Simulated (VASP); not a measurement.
All values below come from PBEsol GGA, VASP's PBE PAW potentials (set 64) (plane waves; VASP).

Input for VASP

### INCAR
```
! general
SYSTEM  = YS
PREC    = Accurate
ENCUT   = 400
LREAL   = .False.   ! projection in real space or not
LASPH   = .True.   ! aspherical one-centre terms

! electronic loop
EDIFF   = 1E-7
NELM    = 100   ! most electronic steps
ALGO    = Normal   ! blocked Davidson
LMAXMIX = 4   ! l cut-off of mixed one-centre charges

! smearing
ISMEAR  = -5   ! tetrahedra, Bloechl

! functional
GGA     = PS   ! PBEsol

! ions
ISIF    = 2

! output
LWAVE   = .False.
LCHARG  = .True.
LORBIT  = 11
NEDOS   = 601   ! DOS grid
```

**KPOINTS**
```
kpoints
0
Gamma
 12 12 12
0 0 0
```

### POSCAR
```
YS
1
    0.0000000000     3.0225214462     3.0225214462
    3.0225214462     0.0000000000     3.0225214462
    3.0225214462     3.0225214462     0.0000000000
Y S
1 1
Direct
  0.0000000000   0.0000000000   0.0000000000
  0.2500000000   0.2500000000   0.2500000000
```

POTCAR, in this order: Y_sv S (PBE.64 set). Program: vasp_std.

Estimate the energy per atom (σ→0), band gap (on the k-mesh).

- energy per atom (σ→0): -7.227 eV/atom
- band gap (on the k-mesh): none (metal, semimetal or under 0.01 eV)

**OSZICAR**
```
...
DAV:   9    -0.144539966294E+02    0.86953E-03   -0.12181E-02  2248   0.760E-01    0.178E-01
DAV:  10    -0.144540127877E+02   -0.16158E-04   -0.83373E-04  2552   0.230E-01    0.101E-01
DAV:  11    -0.144540319424E+02   -0.19155E-04   -0.53863E-05  2792   0.588E-02    0.337E-02
DAV:  12    -0.144540302670E+02    0.16754E-05   -0.10632E-05  2156   0.268E-02    0.101E-02
DAV:  13    -0.144540302005E+02    0.66501E-07   -0.19373E-06  2260   0.118E-02    0.512E-03
DAV:  14    -0.144540306791E+02   -0.47862E-06   -0.25861E-07  1840   0.432E-03    0.124E-03
DAV:  15    -0.144540306402E+02    0.38908E-07   -0.32272E-08  1640   0.156E-03
   1 F= -.14454031E+02 E0= -.14454031E+02  d E =0.000000E+00
```

The structure was generated: YS was put into the zinc blende type (F-43m), which need not be its known phase. It was relaxed first, which changed the volume by -30 %. The electron count is odd and the run is not spin-polarised, which forces a metal.
